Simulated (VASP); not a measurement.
The system is BaHfO3.

```
Ba Hf O
1.0
     4.16957    0.00000    0.00000
     0.00000    4.16957    0.00000
     0.00000    0.00000    4.17038
Ba Hf O
1 1 3
Direct
  0.50000 0.50000 0.99643
  0.00000 0.00000 0.49788
  0.00000 0.50000 0.49889
  0.50000 0.00000 0.49889
  0.00000 0.00000 0.99794
```

The cell comes from a database or a generator and needn't be the stable form of this composition.

```yaml
Program: VASP 6.6.1
Task: relaxation of cell and atoms
Functional: PBE
Potentials_or_basis: VASP PAW PBE potentials, release 64 (Ba_sv, Hf_pv, O)
Cutoff: 600 eV
k_mesh: 4 × 4 × 4
Occupations: gaussian, width 0.1 eV
Spin: no spin polarisation
```

At the start: pressure 3.6 GPa; volume 14.50 Å³/atom.

Q: Where does the relaxation end?

A: Over 3 steps the energy falls by 3.5 meV/atom and the volume is 14.82 Å³/atom (+2.2 %); space group Pm-3m (No. 221, to 0.05 Å).

Step by step:
```csv
step,energy change (eV),largest force (eV/Å),pressure (GPa),volume (Å³)
1,0.0000,0.0244,3.62,72.50
2,0.0054,0.0117,-3.78,75.99
3,-0.0176,0.0180,-0.07,74.10
```

Final structure:
```
CELL_PARAMETERS angstrom
4.20010 0.00000 0.00000
0.00000 4.20010 0.00000
0.00000 0.00000 4.20051
ATOMIC_POSITIONS crystal
Ba 0.50000 0.50000 0.99656
Hf 0.00000 0.00000 0.49778
O 0.00000 0.50000 0.49882
O 0.50000 0.00000 0.49882
O 0.00000 0.00000 0.99805
```
